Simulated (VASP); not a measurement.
A run of VASP 6.6.1:

File INCAR:

```
SYSTEM = MgZn3
  PREC = Accurate
  ENCUT = 520
  EDIFF = 1E-7
  ISMEAR = -1
  SIGMA = 0.15
  LREAL = .FALSE.
  LASPH = .TRUE.
  NELM = 100
  ALGO = Fast
  ISIF = 2
  LWAVE = .FALSE.
  LCHARG = .FALSE.
  GGA = PS
  NBANDS = 27
```

The input KPOINTS:

```
Automatic mesh
0
G
  5 5 5
  0 0 0
```

The input POSCAR:

```
MgZn3
1.0
    3.9662860000      0.0000000000      0.0000000000
    0.0000000000      3.9662860000      0.0000000000
    0.0000000000      0.0000000000      3.9662860000
Mg Zn
1 3
Direct
    0.0000000000      0.0000000000      0.0000000000
    0.5000000000      0.5000000000      0.0000000000
    0.5000000000      0.0000000000      0.5000000000
    0.0000000000      0.5000000000      0.5000000000
```

Potentials or basis: VASP PAW PBE potentials, release 64 (Mg, Zn).

Run with:

```console
$ cat potpaw_PBE.64/Mg/POTCAR potpaw_PBE.64/Zn/POTCAR > POTCAR
$ mpirun -np 1 vasp_std > vasp.out
```

Hardware: 1 thread of AMD EPYC 9R45 96-Core Processor (Zen 5), with other jobs on the host.

Task: Estimate the wall time of this run.

Result: Wall time 10 s on 1 thread of AMD EPYC 9R45 96-Core Processor (Zen 5), on a shared host, peak memory 0.13 GiB. Counts: scf iterations 14, k points 10.
